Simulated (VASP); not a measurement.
Here is the system:

```
SmSb
1.0
    0.00000     3.15013     3.15013
    3.15013     0.00000     3.15013
    3.15013     3.15013     0.00000
Sm Sb
1 1
Direct
  0.50000   0.50000   0.50000
  0.00000   0.00000   0.00000
```

Calculation: r2SCAN+rVV10, VASP's PBE PAW potentials (set 64) (plane waves; VASP). Numerical set-up: 400 eV cut-off, 11×11×11 Γ-centred mesh, tetrahedra with Blöchl corrections, potentials Sm_3 Sb.

The 4f electrons are frozen in the core of the lanthanide potential, so 4f levels, which can set the real gap, and their magnetism are missing.  Unless said otherwise, spin-orbit coupling is left out, though it shifts the bands of the heavy elements here.

Problem. What does the run give for the energy per atom (σ→0), band gap (over mesh and band path) with the smallest direct gap where there is one?

Solution. 
```json
{
 "band gap (over mesh and band path)": "none (metal, semimetal or under 0.01 eV)",
 "energy per atom (σ→0)": "-28940 meV/atom"
}
```

Total energies compare only between runs with the same potentials, cut-off and functional.

The structure comes from a measured SmSb entry (Fm-3m) of the Crystallography Open Database, whose conditions weren't checked. It was relaxed first.
